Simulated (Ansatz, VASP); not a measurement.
# Cross-check of Ba3Ca4Si9O25 (glassy 56SiO2-19BaO-25CaO (mol %)) between VASP and Ansatz, part 3 of 3

One calculation is typed for both programs; each brings its own data sets. How far apart do they land? Of the first pair: The structure shown is the start of the Ansatz relaxation below; VASP solves that cell, so the two are compared at the walk's first step.

VASP 6.6.1 and Ansatz 0.2.0.

So far. Step 4 (Comparison): The forces differ by 30 meV/Å r.m.s., which is 2.2 % of the r.m.s. force of 1.379 eV/Å (both taken over all components).

## Step 6: VASP: single point, revPBE, relaxed cell, pair 2

Level of this step: revPBE; plane waves and PAW (Si, Ba_sv, Ca_sv, O) (VASP).

The same cell, functional and mesh now go to VASP, with its own data sets.

File INCAR:

```
SYSTEM = Ba3Ca4Si9O25
PREC = Accurate
ENCUT = 600
EDIFF = 1E-06
NELM = 120
ISMEAR = 0
SIGMA = 0.01
LREAL = Auto
ALGO = Normal
GGA = RE
NBANDS = 320
LORBIT = 11
LWAVE = .FALSE.
LCHARG = .FALSE.
ISIF = 2
LASPH = .TRUE.
GGA_COMPAT = .FALSE.
EFERMI = MIDGAP
NCORE = 2
```

File POSCAR:

```
Ba3Ca4Si9O25
1.0
   10.7311050000      0.0003980000     -0.0051620000
    0.0003980000     10.9835760000      0.2803190000
   -0.0051620000      0.2803190000     10.7975550000
Si Ba Ca O
18 6 8 50
Direct
    0.1730500000      0.7971700000      0.7521500000
    0.8192800000      0.0833100000      0.7961200000
    0.4520300000      0.0759800000      0.7648300000
    0.6302300000      0.3492000000      0.4594600000
    0.6581200000      0.3113300000      0.1768000000
    0.4183200000      0.6513000000      0.6926900000
    0.4174700000      0.6577700000      0.0923900000
    0.9885300000      0.6995800000      0.3502700000
    0.6105400000      0.9043800000      0.3163000000
    0.3357300000      0.9130000000      0.9571100000
    0.2469200000      0.5724700000      0.3190300000
    0.2145900000      0.2183800000      0.6765400000
    0.6447700000      0.0697400000      0.5506800000
    0.8986300000      0.1828000000      0.2756700000
    0.1147200000      0.3526100000      0.1703900000
    0.8918800000      0.6895600000      0.8188600000
    0.0615200000      0.9462900000      0.2584300000
    0.3684000000      0.4334100000      0.5485100000
    0.1044300000      0.6609200000      0.0467000000
    0.7000900000      0.6778100000      0.5411700000
    0.3473200000      0.3407200000      0.9650300000
    0.0841000000      0.0798700000      0.9670300000
    0.6601800000      0.4179400000      0.8131900000
    0.9668500000      0.3757200000      0.4977900000
    0.6100500000      0.0900800000      0.0249300000
    0.9895400000      0.0128100000      0.5728500000
    0.8366600000      0.8542100000      0.1309100000
    0.7145500000      0.5878000000      0.1851200000
    0.3529800000      0.0949700000      0.2340800000
    0.9825500000      0.3719400000      0.8588300000
    0.6479200000      0.7975900000      0.8734900000
    0.3073200000      0.8485600000      0.4552900000
    0.3443500000      0.5555400000      0.0196300000
    0.1677100000      0.2896100000      0.7983600000
    0.8485500000      0.7217000000      0.9621300000
    0.0618600000      0.8837300000      0.1248100000
    0.5210800000      0.0332900000      0.6378400000
    0.1679500000      0.4700500000      0.2475600000
    0.7765100000      0.2112900000      0.1845800000
    0.1576700000      0.8688200000      0.6201000000
    0.5457000000      0.6507800000      0.7745100000
    0.5137000000      0.1859500000      0.8387800000
    0.5298000000      0.2352500000      0.1543600000
    0.8035400000      0.7699800000      0.7245500000
    0.7380700000      0.9982000000      0.8975200000
    0.3948900000      0.4986200000      0.6789700000
    0.4938400000      0.4173400000      0.4672800000
    0.9195900000      0.6661700000      0.2206300000
    0.4610500000      0.9326600000      0.3284200000
    0.6707600000      0.9648100000      0.4510800000
    0.3039700000      0.1022900000      0.7309100000
    0.1869600000      0.9873600000      0.3252700000
    0.9657500000      0.0640900000      0.2137600000
    0.9927500000      0.3052600000      0.2546600000
    0.7616500000      0.0783800000      0.6488400000
    0.6838600000      0.4156100000      0.0683600000
    0.3106900000      0.3009500000      0.5851400000
    0.2189100000      0.2483100000      0.1573000000
    0.3534700000      0.7936200000      0.0507800000
    0.9587600000      0.0279000000      0.7809600000
    0.6669500000      0.7644900000      0.3195100000
    0.6669800000      0.9662000000      0.1857400000
    0.4555200000      0.9432400000      0.8587900000
    0.3210700000      0.0352500000      0.0328500000
    0.4368700000      0.7189000000      0.5581800000
    0.8825000000      0.1649500000      0.4218000000
    0.0470400000      0.7218000000      0.8047700000
    0.8285200000      0.2269600000      0.8375700000
    0.2085100000      0.8854900000      0.8731100000
    0.2715200000      0.5143500000      0.4594600000
    0.2882200000      0.6970500000      0.7600000000
    0.7258200000      0.4094800000      0.5539800000
    0.9770800000      0.8544900000      0.3579500000
    0.0718200000      0.4085500000      0.0351100000
    0.3684900000      0.6292400000      0.2446300000
    0.8796700000      0.5408300000      0.8009700000
    0.6693100000      0.3847300000      0.3111700000
    0.6093400000      0.2016900000      0.4792800000
    0.1484300000      0.6875800000      0.3338700000
    0.5652700000      0.6767800000      0.0727500000
    0.1002000000      0.1840300000      0.5893900000
    0.9379800000      0.6200900000      0.4673100000
```

File KPOINTS:

```
Automatic mesh
0
Gamma
1 1 1
0 0 0
```

PAW data sets: Si, Ba_sv, Ca_sv and O (PBE family, release 64).

Run with:

```
$ mpirun -np 8 vasp_gam
```

Numbers of over 12 decimals in the logs are rounded to 6 here.

What it wrote:

```text
[banner, memory and clock lines left out]
running    8 mpi-ranks, on    1 nodes
[...]
[... a notice as in an earlier step ...]

 LDA part: xc-table for (Slater+PW92), standard interpolation
 POSCAR, INCAR and KPOINTS ok, starting setup
[...]
entering main loop
       N       E                     dE             d eps       ncg     rms          rms(c)
DAV:   1     0.618866606580E+04    0.61887E+04   -0.31827E+05   640   0.179E+03
DAV:   2    -0.104186735472E+02   -0.61991E+04   -0.59801E+04   792   0.445E+02
DAV:   3    -0.638717645692E+03   -0.62830E+03   -0.62405E+03   760   0.153E+02
DAV:   4    -0.668279828318E+03   -0.29562E+02   -0.29439E+02   856   0.294E+01
[...]
DAV:  19    -0.584521394469E+03   -0.16436E-05   -0.72700E-06   712   0.623E-03    0.478E-03
DAV:  20    -0.584521396559E+03   -0.20901E-05   -0.40183E-06   600   0.437E-03    0.278E-03
DAV:  21    -0.584521396882E+03   -0.32222E-06   -0.57628E-07   496   0.179E-03
   1 F= -.58452140E+03 E0= -.58452140E+03  d E =0.000000E+00
```

From OUTCAR (step 6):

```text
  Total        0.8865783      1.3969890      1.3590394     -0.2674924      0.2043715      0.4714847
  in kB        1.1168684      1.7598590      1.7120520     -0.3369740      0.2574573      0.5939535
  external PRESSURE =       1.5295931 kB  Pullay stress =       0.0000000 kB

 POSITION                                       TOTAL-FORCE (eV/Angst)
 -----------------------------------------------------------------------------------
      1.85345      8.96669      8.34395        -0.024565     -0.025899      0.060305
      8.78770      1.13854      8.61527        -0.010695     -0.016823     -0.054005
      4.84686      1.04911      8.27726        -0.018081     -0.071878     -0.021073
      6.76083      3.96451      5.05568        -0.032296      0.005254     -0.050777
      7.06157      3.46934      1.99288         0.024623     -0.022131      0.033577
      4.48572      7.34794      7.65977        -0.030004     -0.025727      0.071130
      4.47970      7.25073      1.17982        -0.020562      0.033290      0.024071
     10.60649      7.78247      3.97306         0.026326      0.036165      0.007100
      6.55050     10.02223      3.66563         0.021983      0.000372      0.021839
      3.59818     10.29643     10.58865        -0.005473     -0.033591      0.011844
      2.64831      6.37730      3.60394        -0.008172      0.003422      0.028461
      2.29938      2.58833      7.36509         0.022991     -0.032037     -0.013280
[...]
9.64194      2.08543      3.02317        -0.003121      0.000230     -0.067611
[...]
-----------------------------------------------------------------------------------
    total drift:                               -0.028063     -0.003784      0.006975

  FREE ENERGIE OF THE ION-ELECTRON SYSTEM (eV)
  ---------------------------------------------------
  free  energy   TOTEN  =      -584.5213968817 eV

  energy  without entropy=     -584.5213968817  energy(sigma->0) =     -584.52139688

[... 1 part as in an earlier step ...]

[... 2 further parts left out ...]
[key lines of the parts left out:]
E-fermi :   3.6797
```

The run ends at a pressure of 0.15 GPa, with forces up to 0.17 eV/Å.

## Step 7: Comparison

What differs besides the data sets and the points named for the pairs above, as far as they apply: the cutoff is 420 eV in Ansatz and 600 eV in VASP (PREC = Accurate, projectors in real space). Total energies have different zeros and are not compared.

Compared:

```tsv
quantity	Ansatz	VASP	difference
pressure (GPa)	0.01	0.15	-0.14
gap on the k mesh (eV)	3.988	3.959	+0.029
```

Forces on 7 of the 82 atoms, those with the largest forces and the largest differences (eV/Å; atoms numbered as in POSCAR):

```tsv
atom	Ansatz x, y, z	VASP x, y, z
Ba20	-0.002, -0.003, 0.013	-0.046, -0.109, 0.015
Ba21	-0.010, -0.007, 0.003	0.062, -0.136, -0.069
Ba22	0.002, 0.001, -0.003	-0.003, 0.135, 0.100
O33	0.000, 0.001, 0.002	0.024, 0.164, 0.052
O44	0.000, -0.004, 0.002	0.068, 0.075, 0.089
O60	0.002, 0.005, 0.001	-0.081, -0.047, -0.127
O61	0.003, 0.015, -0.012	-0.014, 0.064, -0.136
```

The forces differ by 37 meV/Å r.m.s., where the r.m.s. force is 0.005 eV/Å in Ansatz and 0.037 eV/Å in VASP: the atoms lie near their places of rest in Ansatz, so a percentage would say little (all taken over all components). A gap on the mesh is an upper bound, since the band edges may lie between its points.

## Step 8: What came out

- r.m.s. force difference (single point, revPBE, start cell, pair 1): 2.2 % of the r.m.s. force
- r.m.s. force difference (single point, revPBE, relaxed cell, pair 2): 37 meV/Å

In words: The r.m.s. force difference is 37 meV/Å (single point, revPBE, relaxed cell, pair 2), beyond the 12 meV/Å picked in this series as the mark of a large difference. What causes the difference of the single point, revPBE, relaxed cell, pair 2 pair stays open here. Such differences can come from data sets, numerical settings and the points named under the comparisons, not from the functional's error against experiment.

[Lines on the potential files, build, host, timing and source positions are cut from VASP's logs without a mark.]

[Logs are printed without paths, hosts, clocks, repeated set-up lines and the standing remarks that a program may print on its own settings, such as how far it seeks lower states.]

[Hosts, paths, dates, database ids (printed as entryN), source tags and the programs' standing remarks are cut or masked in the printed files.]
